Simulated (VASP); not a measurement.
Output of a VASP run:

File OUTCAR:
```
 ion  position               nearest neighbor table
   1  0.000  0.000  0.000-   2 2.89   3 2.89   4 2.89   2 2.89   3 2.89   2 2.89   4 2.89   2 2.89
                             3 2.89   4 2.89   3 2.89   4 2.89
   2  0.000  0.500  0.500-   1 2.89   3 2.89   4 2.89   1 2.89   4 2.89   1 2.89   3 2.89   1 2.89
                             3 2.89   4 2.89   4 2.89   3 2.89
   3  0.500  0.000  0.500-   1 2.89   2 2.89   4 2.89   1 2.89   4 2.89   2 2.89   4 2.89   4 2.89
                             1 2.89   2 2.89   1 2.89   2 2.89
   4  0.500  0.500  0.000-   1 2.89   2 2.89   3 2.89   2 2.89   3 2.89   1 2.89   3 2.89   3 2.89
                             1 2.89   2 2.89   2 2.89   1 2.89
  LATTYP: Found a simple cubic cell.
 ALAT       =     4.0851851335
 Subroutine PRICEL returns:
 Original cell was already a primitive cell.
 Subroutine GETGRP returns: Found 48 space group operations
The static configuration has the point symmetry O_h .
The dynamic configuration has the point symmetry O_h .
 Subroutine INISYM returns: Found 48 space group operations
 Subroutine IBZKPT returns following result:
 Found     35 irreducible k-points:

 Following reciprocal coordinates:
            Coordinates               Weight
  0.000000  0.000000  0.000000      1.000000
  0.111111  0.000000  0.000000      6.000000
  0.222222  0.000000  0.000000      6.000000
  0.333333  0.000000  0.000000      6.000000
  0.444444  0.000000  0.000000      6.000000
  0.111111  0.111111  0.000000     12.000000
  0.222222  0.111111  0.000000     24.000000
  0.333333  0.111111  0.000000     24.000000
  0.444444  0.111111  0.000000     24.000000
  0.222222  0.222222  0.000000     12.000000
  0.333333  0.222222  0.000000     24.000000
  0.444444  0.222222  0.000000     24.000000
  0.333333  0.333333  0.000000     12.000000
  0.444444  0.333333  0.000000     24.000000
  0.444444  0.444444  0.000000     12.000000
  0.111111  0.111111  0.111111      8.000000
  0.222222  0.111111  0.111111     24.000000
  0.333333  0.111111  0.111111     24.000000
  0.444444  0.111111  0.111111     24.000000
  0.222222  0.222222  0.111111     24.000000
  0.333333  0.222222  0.111111     48.000000
  0.444444  0.222222  0.111111     48.000000
  0.333333  0.333333  0.111111     24.000000
  0.444444  0.333333  0.111111     48.000000
  0.444444  0.444444  0.111111     24.000000
  0.222222  0.222222  0.222222      8.000000
  0.333333  0.222222  0.222222     24.000000
  0.444444  0.222222  0.222222     24.000000
  0.333333  0.333333  0.222222     24.000000
  0.444444  0.333333  0.222222     48.000000
  0.444444  0.444444  0.222222     24.000000
  0.333333  0.333333  0.333333      8.000000
  0.444444  0.333333  0.333333     24.000000
  0.444444  0.444444  0.333333     24.000000
  0.444444  0.444444  0.444444      8.000000
   k-points           NKPTS =     35   k-points in BZ     NKDIM =     35   number of bands    NBANDS=     14
   number of dos      NEDOS =    601   number of ions     NIONS =      4
   total plane-waves  NPLWV =  27000
   dimension x,y,z NGX =    30 NGY =   30 NGZ =   30
   dimension x,y,z NGXF=    60 NGYF=   60 NGZF=   60
   ions per type =               1   3
   PREC   = accura    normal or accurate (medium, high low for compatibility)
   ISTART =      0    job   : 0-new  1-cont  2-samecut
   ICHARG =      2    charge: 1-file 2-atom 10-const
   ISPIN  =      1    spin polarized calculation?
   LNONCOLLINEAR =      F non collinear calculations
   LSORBIT =      F    spin-orbit coupling
   INIWAV =      1    electr: 0-lowe 1-rand  2-diag
   ENCUT  =  520.0 eV  38.22 Ry    6.18 a.u.   7.60  7.60  7.60*2*pi/ulx,y,z
   NELM   =    100;   NELMIN=  2; NELMDL= -5     # of ELM steps
   EDIFF  = 0.1E-06   stopping-criterion for ELM
   LREAL  =      F    real-space projection
   NLSPLINE    = F    spline interpolate recip. space projectors
   LMAXMIX     =    4 max onsite mixed and CHGCAR
   VOSKOWN=      0    Vosko Wilk Nusair interpolation
   EDIFFG = 0.1E-05   stopping-criterion for IOM
   NSW    =      0    number of steps for IOM
   NBLOCK =      1;   KBLOCK =      1    inner block; outer block
...
```

File OSZICAR:
```
       N       E                     dE             d eps       ncg     rms          rms(c)
DAV:   1     0.106411644318E+03    0.10641E+03   -0.85777E+03   980   0.133E+03
DAV:   2    -0.289661419093E+02   -0.13538E+03   -0.13341E+03   980   0.380E+02
DAV:   3    -0.370761092412E+02   -0.81100E+01   -0.78970E+01  1558   0.778E+01
DAV:   4    -0.372249600961E+02   -0.14885E+00   -0.14878E+00  1424   0.103E+01
DAV:   5    -0.372272451273E+02   -0.22850E-02   -0.23176E-02  1396   0.131E+00    0.121E+01
DAV:   6    -0.335993351639E+02    0.36279E+01   -0.57051E+00  1384   0.383E+01    0.441E+00
DAV:   7    -0.332391963994E+02    0.36014E+00   -0.54819E-01  1100   0.779E+00    0.213E+00
DAV:   8    -0.334652219221E+02   -0.22603E+00   -0.65896E-01  1334   0.766E+00    0.775E-01
DAV:   9    -0.334439845075E+02    0.21237E-01   -0.13051E-01  1294   0.491E+00    0.348E-01
DAV:  10    -0.335114275021E+02   -0.67443E-01   -0.12313E-01  1410   0.443E+00    0.254E-01
DAV:  11    -0.335083310556E+02    0.30964E-02   -0.12839E-02  1568   0.170E+00    0.184E-01
DAV:  12    -0.335102098758E+02   -0.18788E-02   -0.38553E-03  1334   0.791E-01    0.348E-02
DAV:  13    -0.335104960427E+02   -0.28617E-03   -0.62589E-04  1364   0.286E-01    0.233E-02
DAV:  14    -0.335104849562E+02    0.11087E-04   -0.12923E-04  1474   0.159E-01    0.100E-02
DAV:  15    -0.335105288032E+02   -0.43847E-04   -0.33182E-05  1202   0.804E-02    0.671E-03
DAV:  16    -0.335105465312E+02   -0.17728E-04   -0.13027E-05  1304   0.488E-02    0.583E-03
DAV:  17    -0.335105507461E+02   -0.42149E-05   -0.10988E-05  1240   0.457E-02    0.149E-03
DAV:  18    -0.335105488224E+02    0.19237E-05   -0.22769E-07  1160   0.497E-03    0.136E-03
DAV:  19    -0.335105480539E+02    0.76851E-06   -0.48823E-07   992   0.812E-03    0.453E-04
DAV:  20    -0.335105474329E+02    0.62105E-06   -0.41284E-08   598   0.229E-03    0.161E-04
DAV:  21    -0.335105475102E+02   -0.77303E-07   -0.71623E-09   550   0.154E-03
   1 F= -.33510548E+02 E0= -.33510548E+02  d E =0.000000E+00
       N       E                     dE             ncg
       N       E                     dE             ncg
```

**OUTCAR**
```
------------------------ aborting loop because EDIFF is reached ----------------------------------------
  FORCE on cell =-STRESS in cart. coord.  units (eV):
  Direction    XX          YY          ZZ          XY          YZ          ZX
  --------------------------------------------------------------------------------------
  Total        0.0043648      0.0043648      0.0043648     -0.0000000     -0.0000000     -0.0000000
  in kB        0.1025743      0.1025743      0.1025743     -0.0000000     -0.0000000     -0.0000000
  external PRESSURE =       0.1025743 kB  Pullay stress =       0.0000000 kB
  volume of cell :       68.18
      direct lattice vectors                 reciprocal lattice vectors
     4.085185133  0.000000000  0.000000000     0.244786948  0.000000000  0.000000000
     0.000000000  4.085185133  0.000000000     0.000000000  0.244786948  0.000000000
     0.000000000  0.000000000  4.085185133     0.000000000  0.000000000  0.244786948
 POSITION                                       TOTAL-FORCE (eV/Angst)
 -----------------------------------------------------------------------------------
      0.00000      0.00000      0.00000         0.000000      0.000000      0.000000
      0.00000      2.04259      2.04259         0.000000      0.000000      0.000000
      2.04259      0.00000      2.04259         0.000000      0.000000      0.000000
      2.04259      2.04259      0.00000         0.000000      0.000000      0.000000
 -----------------------------------------------------------------------------------
    total drift:                               -0.000000     -0.000000      0.000000
  FREE ENERGIE OF THE ION-ELECTRON SYSTEM (eV)
  ---------------------------------------------------
  free  energy   TOTEN  =       -33.5105475102 eV

  energy  without entropy=      -33.5105475102  energy(sigma->0) =      -33.51054751

 total charge

# of ion       s       p       d       tot
------------------------------------------
    1        2.177   6.145   1.269   9.592
    2        0.414   0.398   0.000   0.811
    3        0.414   0.398   0.000   0.811
    4        0.414   0.398   0.000   0.811
--------------------------------------------------
tot          3.419   7.338   1.269  12.026
```
(Selected blocks of OUTCAR.)

**POSCAR**
```
Al3Sc
1
    4.0851851335     0.0000000000     0.0000000000
   -0.0000000000     4.0851851335     0.0000000000
    0.0000000000     0.0000000000     4.0851851335
Sc Al
1 3
Direct
  0.0000000000   0.0000000000   0.0000000000
  0.0000000000   0.5000000000   0.5000000000
  0.5000000000   0.0000000000   0.5000000000
  0.5000000000   0.5000000000   0.0000000000
```

### Question
Reconstruct the remaining input files.

### Answer
One answer among several that fit: the input of the run itself, r2SCAN meta-GGA, plane waves, VASP's PBE PAW potentials (set 64).

### INCAR
```
SYSTEM = Al3Sc
PREC = Accurate
ENCUT = 520
EDIFF = 1E-7
NELM = 100
ALGO = Normal
LREAL = .FALSE.
LASPH = .TRUE.
ISMEAR = -5
METAGGA = R2SCAN
LMIXTAU = .TRUE.
LMAXMIX = 4
LWAVE = .FALSE.
LCHARG = .FALSE.
LORBIT = 11
NEDOS = 601
ISIF = 2
LEFG = .TRUE.
```

**KPOINTS_OPT**
```
k-points along high-symmetry lines
10
Line-mode
Reciprocal
  0.000000   0.000000   0.000000 ! GAMMA
  0.000000   0.500000   0.000000 ! X

  0.000000   0.500000   0.000000 ! X
  0.500000   0.500000   0.000000 ! M

  0.500000   0.500000   0.000000 ! M
  0.000000   0.000000   0.000000 ! GAMMA

  0.000000   0.000000   0.000000 ! GAMMA
  0.500000   0.500000   0.500000 ! R

  0.500000   0.500000   0.500000 ! R
  0.000000   0.500000   0.000000 ! X

  0.500000   0.500000   0.500000 ! R
  0.500000   0.500000   0.000000 ! M
```

File KPOINTS:
```
Automatic mesh
0
Gamma
9 9 9
0 0 0
```

POTCAR, in this order: Sc_sv Al (PBE.64 set). Program: vasp_std.

For a metal the tetrahedron method with Blöchl corrections gives inexact stress and forces.

The compound is Al3Sc in the L1_2 structure. It was relaxed first.
